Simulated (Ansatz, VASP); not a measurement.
# Hf (Hafnium): VASP beside Ansatz

Aim: how closely do two programs agree when they are given the same cell, functional and k mesh? The structure shown is the end of the Ansatz relaxation below.

Main program and level: Ansatz 0.2.0; plane waves, with VASP 6.6.1 beside it; single point at PBEsol.

## Step 1: Set-up

Symmetry: P6_3/mmc, No. 194, hexagonal system. The conventional cell has a = 3.127 Å, b = 3.127 Å, c = 5.195 Å, α = 90.00°, β = 90.00°, γ = 120.00°. Nearest to Hf lie 12 Hf at 3.13 to 3.16 Å.

Coordinates:

```cif
data_structure
_symmetry_space_group_name_H-M 'P 1'
_symmetry_Int_Tables_number 1
_cell_length_a 3.1270
_cell_length_b 3.1270
_cell_length_c 5.1952
_cell_angle_alpha 90.000
_cell_angle_beta 90.000
_cell_angle_gamma 120.000
_cell_volume 43.99
loop_
_atom_site_label
_atom_site_type_symbol
_atom_site_fract_x
_atom_site_fract_y
_atom_site_fract_z
_atom_site_occupancy
Hf1 Hf 0.33333 0.66667 0.25000 1
Hf2 Hf 0.66667 0.33333 0.75000 1
```

## Step 2: Ansatz: relaxation, PBEsol

Ansatz runs on its PAW soft_1 files.

This run makes the geometry at which the two programs are then compared.

input.yaml reads:

```yaml
crystal:
  lattice:
    - [3.13520229, 0.0, 0.0]
    - [-1.567601145, 2.7151648291, 0.0]
    - [0.0, 0.0, 5.1951950828]
  atoms:
    - { symbol: Hf, position: [0.3333333356, 0.6666666644, 0.25] }
    - { symbol: Hf, position: [0.6666666644, 0.3333333356, 0.75] }
kpoints:
  mp_grid: { grid: [15, 15, 8] }
hamiltonian:
  xc: pbesol
  pseudopotentials: { kind: paw, azcp: { folder: soft_1 }, xc_functional: pbe }
scf:
  occupations: { method: methfessel_paxton, width: 0.2 }
output:
  forces: true
  stress: true
  eigenvalues: true
relax:
  adjacent_minimum: "off"
  f_tol: 0.001
  max_steps: 60
  cell: { stress_tol: 0.01, fix: [c, angles] }
```

Run with:

```console
$ ansatz run input.yaml --threads 4 --pin off --max-ram 10240MiB --backend cpu --events-out ev --progress --plain --runs-dir out
```

Numbers of over 12 decimals in the logs are rounded to 6 here.

The log of the run:

```text
Warning: crystal.symmetry: narrowed to the stabiliser of the fixed cell quantities (relax.cell.fix) — unitary ops 24 → 8. The narrowing is safe, since a smaller group never makes results wrong: the run goes on under it, on as many k-points as the starting group would need, or more. Excluded: 16 operations that would move a fixed cell quantity at a test strain (relax.cell.fix fixes c, alpha, beta, gamma). The cell can leave their symmetry as it relaxes.
Engine: ansatz 0.2.0, x86_64-unknown-linux-gnu
Pseudopotentials: kind: paw
Pseudopotential: Hf, paw, valence charge 26, recommended cutoff 420 eV (normal), soft_1/Hf.paw.azcp
Functional definition: PBEsol
  exchange = pbesol_x
  correlation = pbesol_c
Crystal: 2 atoms, lattice volume = 44.225 Å³
Basis set: ecut = 420 eV, 881 PW (Γ), exchange–correlation on 48×48×72 points (8 copies of the dense FFT grid, shifted against one another)
Bands: 32, of which v1, the nominal top of the filled ones, is band 26 counted from 1 (25 counted from 0)
Symmetry: 8 space group operations
k-points: 320 of 1800
Non-local potential: Hf, projectors of the file, l = 0: 3, l = 1: 2, l = 2: 2, l = 3: 3
PAW form: soft (Blöchl's): semilocal exchange-correlation on the pseudo side does not see the compensation charge
PAW frozen core: Hf, regenerated for the run's functional, and the local potential with it (the file was generated under x = pbe(κ = 0.804, μ = 0.219515), c = pbe(β = 0.066725))
PAW one-centre angular grid: Hf, 590 points (default); XC on 64 Gauss nodes
Initial density: superposition of atomic densities (chi_scale 0.1, normalization cell)
Initial wavefunctions: pseudopotential atomic-orbital guess
Functional: x = pbesol(κ = 0.804, μ = 0.123457), c = pbesol(β = 0.046)
SCF iter   1: F=—  HF=-31197.822168 eV  |F-HF|=—  |Δ(HF+E_count)|=         —  Δρ=3.59e-2  dr2=6.85e-1  ethr=3.10e-3  ⟨swp⟩=4.8  Hψ=34385  notcnv=0
preconditioner: auto → Kerker (q_TF=auto, 2.803 Å⁻¹)  [metal: Δε(μ)=0.020 eV  Ē_g=16.871 eV  σ=0.200 eV  W_gap=0.08  n_scr=22 (ndim 8)  ℏωp=38.7 eV  f_vac=0.000  D(μ)=1.35/eV (n_scr^D=8)]
SCF iter   2: F=—  HF=-31197.673454 eV  |F-HF|=—  |Δ(HF+E_count)|=   1.49e-1  S|Δr|=    0.00e0  Δρ=2.26e-2  dr2=2.69e-1  ethr=1.32e-3  ⟨swp⟩=3.0  Hψ=19946  notcnv=0  defer=108
SCF iter   3: F=—  HF=-31197.618177 eV  |F-HF|=—  |Δ(HF+E_count)|=   5.53e-2  S|Δr|=    0.00e0  Δρ=9.33e-3  dr2=4.58e-2  ethr=5.16e-4  ⟨swp⟩=2.0  Hψ=15909  notcnv=0  defer=109
SCF iter   4: F=—  HF=-31197.569737 eV  |F-HF|=—  |Δ(HF+E_count)|=   4.84e-2  S|Δr|=    0.00e0  Δρ=3.01e-3  dr2=1.90e-3  ethr=8.81e-5  ⟨swp⟩=2.0  Hψ=18468  notcnv=0  defer=109
SCF iter   5: F=—  HF=-31197.570945 eV  |F-HF|=—  |Δ(HF+E_count)|=   1.21e-3  S|Δr|=    0.00e0  Δρ=6.99e-4  dr2=2.08e-4  ethr=3.65e-6  ⟨swp⟩=2.1  Hψ=14666  notcnv=0  defer=109
SCF iter   6: F=—  HF=-31197.571106 eV  |F-HF|=—  |Δ(HF+E_count)|=   1.61e-4  S|Δr|=    0.00e0  Δρ=1.30e-4  dr2=5.18e-6  ethr=4.00e-7  ⟨swp⟩=2.0  Hψ=18466  notcnv=0  defer=109
SCF iter   7: F=—  HF=-31197.571118 eV  |F-HF|=—  |Δ(HF+E_count)|=   1.21e-5  S|Δr|=    0.00e0  Δρ=3.03e-5  dr2=3.23e-7  ethr=9.96e-9  ⟨swp⟩=2.3  Hψ=18929  notcnv=0  defer=133
SCF iter   8: F=-31197.571118 eV  HF=-31197.571118 eV  |F-HF|=3.26e-9  |Δ(HF+E_count)|=   1.43e-8  S|Δr|=    0.00e0  Δρ=5.59e-6  dr2=1.16e-8  ethr=1.92e-10  ⟨swp⟩=9.1  Hψ=53184  notcnv=0
SCF 1 converged in 8 iterations: F = -31197.571118 eV  dr2 = 1.16e-8
  greatest PAW one-centre occupation: 0.998 electrons in one spin orbital (limit 2), on the Hf atom at site 1 (counted from 0), in its partial waves of l = 0
relax step   1: F+E_penalty+E_count = -31197.57111806 eV  Δ(F+E_penalty+E_count) = +0.000e0 eV  max|allowed force component| = 4.313e-8 eV/Å  Δτ_max = 0.0000 Å  P = -2.557 GPa  Ω = 44.225 Å³  fix = [c, alpha, beta, gamma]  reactions: c -6.344 GPa; gamma -0.000 GPa/rad  (8 SCF iters, dr2 threshold 1.00e-7 eV, accepted)
[...]
relax step   2: F+E_penalty+E_count = -31197.57119216 eV  Δ(F+E_penalty+E_count) = -7.410e-5 eV  max|allowed force component| = 8.133e-8 eV/Å  Δτ_max = 0.0000 Å  P = -1.401 GPa  Ω = 43.746 Å³  energy of the carried Pulay correction = +1.514e-4 eV  fix = [c, alpha, beta, gamma]  (5 SCF iters, dr2 threshold 2.00e-7 eV, rejected (line search))
[...]
relax step   3: F+E_penalty+E_count = -31197.57167062 eV  Δ(F+E_penalty+E_count) = -5.526e-4 eV  max|allowed force component| = 2.257e-8 eV/Å  Δτ_max = 0.0000 Å  P = -2.008 GPa  Ω = 43.995 Å³  energy of the carried Pulay correction = +7.243e-5 eV  fix = [c, alpha, beta, gamma]  reactions: c -6.018 GPa; gamma +0.000 GPa/rad  (9 SCF iters, accepted)
[...]
relax step   4: F+E_penalty+E_count = -31197.57160355 eV  Δ(F+E_penalty+E_count) = +6.706e-5 eV  max|allowed force component| = 2.311e-8 eV/Å  Δτ_max = 0.0000 Å  P = -2.009 GPa  Ω = 43.995 Å³  fix = [c, alpha, beta, gamma]  reactions: c -6.019 GPa; gamma +0.000 GPa/rad  stress off target by 4.51e-3 GPa on what of the cell is left free  SCF on the basis re-selected at this cell (its energy is not comparable with the rows above)  (6 SCF iters)
basis re-selected at this cell: Δ(F+E_penalty+E_count) = +6.706e-5 eV, ΔP = -0.001 GPa vs the last step (what re-selecting the basis moved, of the pressure what is left beyond the Pulay correction that the steps carried, after the strain that the cell walked since its last selection, with what the two solves' SCF thresholds leave and, on support functions, any second-order correction that the steps lacked; it is no m [...]
SCF converged after 6 iterations
Stability not checked: this state was not tested for a lower state beside it, because cold or Methfessel-Paxton smearing, or corrected tetrahedra, fill the levels in a way that the test cannot read (fill_not_monotonic; see scf.lower_state_search)
Free energy (F): -31197.571604 eV
Harris-Foulkes:  -31197.571604 eV  (|F-HF|=3.64e-12)
Internal energy: -31197.574796 eV  (E = F + TS)
E sigma→0 (E₀):  -31197.572402 eV
Entropy (-TS):   0.003192 eV (1.596 meV/atom)
Fermi energy:    18.336628 eV
--- Per-component energies (eV) ---
  E_band       = -5.686040
  E_kinetic    = 819.481302
  E_local      = -12546.871799  (includes V_loc(G=0)·N_el)
  E_nonlocal   = 129.167733
  E_hartree    = 6111.698500
  E_xc         = -529.359618
  E_vxc        = -509.343904  (∫ρ·V_xc dr)
  E_paw        = -15150.772046  (= ΣΔE_a)
  E_vpaw       = -121.516572  (= ΣTr[D̂ρ^β])
  E_aug_tail   = 0.000180  (compensation charges beyond the density's cutoff)
  E_ewald      = -10033.421160
  E_core_change = 2.502112  (= ΣΔE_core)
  E_smearing   = 0.003192  (= −TS)
  E_closure    = 0.000000  (closes the sum)
  Σ components = -31197.571604   (vs F -31197.571604, Δ=0.00e0)
--- Forces (eV/Å), atoms counted from 1 ---
  atom   1  Hf    -0.00000002     0.00000001     0.00000000
  atom   2  Hf     0.00000002    -0.00000001    -0.00000000
  max |Σ_I F_I| component: 2.78e-17 eV/Å
--- Stress (GPa, compression-positive) ---
       -0.004506      -0.000000      -0.000000
       -0.000000      -0.004506       0.000000
       -0.000000       0.000000      -6.018503
  P = ⅓ Tr σ = -2.0092 GPa (-20.092 kbar)
--- Band table (eV; the first three rows and the last of 320) ---
  k-point 0: bands = [... 22 lower, 10.8929, 14.4313, 18.6656, 19.3064, 19.6004, 19.6004, 20.3120, 20.3120, ... 2 higher]
  k-point 1: bands = [... 22 lower, 11.0290, 14.3447, 18.4991, 19.2001, 19.5526, 19.5526, 20.2231, 20.2231, ... 2 higher]
  k-point 2: bands = [... 22 lower, 11.4225, 14.0429, 18.2010, 18.9176, 19.4797, 19.4797, 20.0076, 20.0076, ... 2 higher]
  k-point 319: bands = [... 22 lower, 14.8612, 14.8612, 17.1817, 17.1817, 19.5955, 19.5955, 21.2270, 21.2270, ... 2 higher]
--- Relaxed structure (3 steps of the walk, 2 accepted, 1 SCFs on fresh bases) ---
  F+E_penalty+E_count = -31197.57160355 eV   max|allowed force component| = 2.311e-8 eV/Å   (the final SCF, on the basis selected at the relaxed cell)
  cell:  # Å, volume = 43.9947 Å³
    - [3.127044, -1.3831694826793923e-19, 0]
    - [-1.563522, 2.708099, 0]
    - [0, 0, 5.1951950828]
  atoms:
    - { symbol: Hf, position: [0.333333, 0.666667, 0.25] }
    - { symbol: Hf, position: [0.666667, 0.333333, 0.75] }
```

Reading the cycles: dr2 is the Hartree energy of the density residual (eV), the measure of convergence; HF is the Harris–Foulkes estimate of the energy, which meets the free energy F at convergence.

## Step 3: VASP: single point, PBEsol, pair 1

The same cell, functional, mesh and smearing now go to VASP, with its own data sets.

Lines of VASP's logs that name or quote its potential files are left out, and so is its time.

INCAR reads:

```
SYSTEM = Hf
PREC = Accurate
ENCUT = 500
EDIFF = 1E-06
NELM = 120
ISMEAR = 1
SIGMA = 0.2
LREAL = .FALSE.
ALGO = Normal
GGA = PS
NBANDS = 16
LASPH = .TRUE.
LORBIT = 11
LWAVE = .FALSE.
LCHARG = .FALSE.
ISIF = 2
GGA_COMPAT = .FALSE.
KPAR = 2
```

POSCAR reads:

```
Hf
1.0
    3.1270437562      0.0000000000      0.0000000000
   -1.5635218781      2.7080993316      0.0000000000
    0.0000000000      0.0000000000      5.1951950828
Hf
2
Direct
    0.3333333348      0.6666666652      0.2500000000
    0.6666666652      0.3333333348      0.7500000000
```

KPOINTS reads:

```
Automatic mesh
0
Gamma
15 15 8
0 0 0
```

The projector-augmented-wave data sets are Hf_pv (PBE family, release 64).

Run with:

```console
$ mpirun -np 2 vasp_std
```

The log of the run:

```text
[banner, memory and clock lines left out]
running    2 mpi-ranks, on    1 nodes
 distrk:  each k-point on    1 cores,    2 groups
 distr:  one band on    1 cores,    1 groups

 POSCAR found type information on POSCAR Hf
 POSCAR found :  1 types and       2 ions
|                                                                             |
|               ----> ADVICE to this user running VASP <----                  |
|                                                                             |
|     You enforced a specific xc type in the INCAR file but a different       |
|     [... a line on the potential file left out ...]
|     I HOPE YOU KNOW WHAT YOU ARE DOING!                                     |
|                                                                             |

 LDA part: xc-table for (Slater+PW92), standard interpolation
 POSCAR, INCAR and KPOINTS ok, starting setup
 FFT: planning ... GRIDC
 FFT: planning ... GRID_SOFT
 FFT: planning ... GRID
 WAVECAR not read
 entering main loop
       N       E                     dE             d eps       ncg     rms          rms(c)
DAV:   1     0.452040827265E+02    0.45204E+02   -0.11332E+04  4320   0.115E+03
DAV:   2    -0.201155497657E+02   -0.65320E+02   -0.63986E+02  5696   0.248E+02
DAV:   3    -0.217263302127E+02   -0.16108E+01   -0.16055E+01  5672   0.265E+01
DAV:   4    -0.217388528167E+02   -0.12523E-01   -0.12520E-01  5376   0.287E+00
DAV:   5    -0.217390031308E+02   -0.15031E-03   -0.15030E-03  5704   0.263E-01    0.661E+01
DAV:   6    -0.211766265219E+02    0.56238E+00   -0.51387E-01  5120   0.474E+00    0.391E+01
DAV:   7    -0.209804207394E+02    0.19621E+00   -0.84867E-01  5232   0.586E+00    0.182E+00
DAV:   8    -0.209698009266E+02    0.10620E-01   -0.54218E-02  4984   0.159E+00    0.521E-01
DAV:   9    -0.209699017282E+02   -0.10080E-03   -0.11649E-03  6072   0.252E-01    0.203E-01
DAV:  10    -0.209698910949E+02    0.10633E-04   -0.38854E-05  5056   0.456E-02    0.169E-01
DAV:  11    -0.209698933492E+02   -0.22542E-05   -0.40398E-06  5576   0.144E-02    0.620E-03
DAV:  12    -0.209698933306E+02    0.18532E-07   -0.34655E-07  3112   0.418E-03
   1 F= -.20969893E+02 E0= -.20970929E+02  d E =0.310785E-02
```

OUTCAR, selected parts (step 3):

```text
ion  position               nearest neighbor table
   1  0.333  0.667  0.250-   2 3.16   2 3.16   2 3.16   2 3.16   2 3.16   2 3.16
   2  0.667  0.333  0.750-   1 3.16   1 3.16   1 3.16   1 3.16   1 3.16   1 3.16

  LATTYP: Found a hexagonal cell.
 ALAT       =     3.1270437562
 C/A-ratio  =     1.6613758834

 Subroutine GETGRP returns: Found 24 space group operations
 (whereof 12 operations were pure point group operations)

The static configuration has the point symmetry D_3d.
 The point group associated with its full space group is D_6h.

 Found    135 irreducible k-points:

   k-points           NKPTS =    135   k-points in BZ     NKDIM =    135   number of bands    NBANDS=     16

   dimension x,y,z NGX =    24 NGY =   24 NGZ =   40
   dimension x,y,z NGXF=    48 NGYF=   48 NGZF=   80

   ENCUT  =  500.0 eV  36.75 Ry    6.06 a.u.   5.70  5.70  9.47*2*pi/ulx,y,z

   NELECT =      20.0000    total number of electrons

 k-points in reciprocal lattice and weights: Automatic mesh
   0.00000000  0.00000000  0.00000000       0.001
   0.06666667  0.00000000  0.00000000       0.003
   0.13333333  0.00000000  0.00000000       0.003
   0.20000000  0.00000000  0.00000000       0.003
   0.26666667  0.00000000  0.00000000       0.003
   0.33333333  0.00000000  0.00000000       0.003
   0.40000000  0.00000000  0.00000000       0.003
   0.46666667  0.00000000  0.00000000       0.003
   0.06666667  0.06666667  0.00000000       0.003
[...]
0.33333333  0.26666667  0.50000000       0.007
   0.33333333  0.33333333  0.50000000       0.001

 average (electrostatic) potential at core
       1 -36.9966       2 -36.9966

 E-fermi :   4.8737

 k-point     1 :       0.0000    0.0000    0.0000
  band No.  band energies     occupation
    ...
      4     -25.2531      2.00000
      5     -25.1851      2.00000
      6     -25.1851      2.00000
      7      -2.5704      2.00000
      8       0.9733      2.00000
      9       5.2072     -0.03997
     10       5.8522     -0.00000
     11       6.1492     -0.00000
     12       6.1492     -0.00000
     13       6.8603     -0.00000
    ...

 k-point     2 :       0.0667    0.0000    0.0000
  band No.  band energies     occupation
    ...
      4     -25.2570      2.00000
      5     -25.2175      2.00000
      6     -25.1900      2.00000
      7      -2.4269      2.00000
      8       1.1225      2.00000
      9       5.0431     -0.00230
     10       5.6196     -0.00000
     11       6.2854     -0.00000
     12       6.2900     -0.00000
     13       6.6995     -0.00000
    ...

 k-point     3 :       0.1333    0.0000    0.0000
  band No.  band energies     occupation
    ...
      5     -25.2690      2.00000
      6     -25.2044      2.00000
      7      -2.0113      2.00000
      8       1.5414      2.00000
      9       4.6190      2.07023
     10       5.1488     -0.06527
     11       6.2249     -0.00000
     12       6.6625     -0.00000
     13       6.6891     -0.00000
     14       7.2261     -0.00000
    ...

  Total       -0.0945379     -0.0945379     -1.7718938      0.0000000      0.0000000      0.0000000
  in kB       -3.4428332     -3.4428332    -64.5279506      0.0000000      0.0000000      0.0000000
  external PRESSURE =     -23.8045390 kB  Pullay stress =       0.0000000 kB

  energy-cutoff  :      500.00
  volume of cell :       43.99
      direct lattice vectors                 reciprocal lattice vectors
     3.127043756  0.000000000  0.000000000     0.319790856  0.184631337  0.000000000
    -1.563521878  2.708099332  0.000000000     0.000000000  0.369262674  0.000000000
     0.000000000  0.000000000  5.195195083     0.000000000  0.000000000  0.192485553

 POSITION                                       TOTAL-FORCE (eV/Angst)
 -----------------------------------------------------------------------------------
      0.00000      1.80540      1.29880        -0.000000     -0.000000      0.000000
      1.56352      0.90270      3.89640         0.000000      0.000000      0.000000
 -----------------------------------------------------------------------------------
    total drift:                               -0.000001      0.000000     -0.000000

  FREE ENERGIE OF THE ION-ELECTRON SYSTEM (eV)
  ---------------------------------------------------
  free  energy   TOTEN  =       -20.9698933306 eV

  energy  without entropy=      -20.9730011801  energy(sigma->0) =      -20.97092928

 total charge
# of ion       s       p       d       tot
------------------------------------------
    1        0.396   6.392   1.577   8.366
    2        0.396   6.392   1.577   8.366
--------------------------------------------------
tot          0.793  12.784   3.154  16.731

[... 3 further parts left out ...]
```

Harder data sets than Hf_pv exist (the GW ones), and pressures, volumes and forces can shift noticeably with them.

(Continued in part 2 of 2.)

[Lines on the potential files, build, host, timing and source positions are cut from VASP's logs without a mark.]

[Logs are printed without paths, hosts, clocks, repeated set-up lines and the standing remarks that a program may print on its own settings, such as how far it seeks lower states.]

[Hosts, paths, dates, database ids (printed as entryN), source tags and the programs' standing remarks are cut or masked in the printed files.]
